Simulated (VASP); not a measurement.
Runs of VASP 6.6.1 on RbAuBr3. Symmetry: P4/mmm, No. 123, tetragonal system. The conventional cell has a = 5.437 Å, b = 5.437 Å, c = 5.301 Å, α = 90.00°, β = 90.00°, γ = 90.00°. Rb (site symmetry 4/mmm) has 12 Br at 3.80 to 3.84 Å as nearest neighbours. Au (site symmetry 4/mmm) has 6 Br at 2.65 to 2.72 Å as nearest neighbours. Br (site symmetry mmm) is surrounded by 2 Au at 2.72 Å. Around Br (site symmetry 4/mmm) lie 2 Au at 2.65 Å. The cell comes from a database or a generator and needn't be the stable form of this composition.

```csv
cell,gap on the mesh (eV),pressure (GPa)
"P4/mmm, 31.34 Å³/atom",none,(a)
"P4/mmm, 30.54 Å³/atom",none,-2.2
"Pm-3m, 32.14 Å³/atom",none,-3.8
"P4/mmm, 32.95 Å³/atom",none,-4.3
```

Alike in all rows: task single point; level LDA; potentials or basis VASP PAW LDA potentials, release 64 (Rb_sv, Au, Br); no spin polarisation; k mesh 7 × 7 × 7; cutoff (eV) 520; smearing fermi-dirac 0.1 eV.

Q: Estimate the missing entries.

A: (a) -3.1.

Caveats: an odd number of electrons without spin polarisation forces a metal; a magnetic or distorted state may lie lower.

A k mesh can miss the band edges, and the runs leave out spin-orbit coupling on Au, Br, Rb.

A gap of «none» marks a metal or a gap under the smearing width.
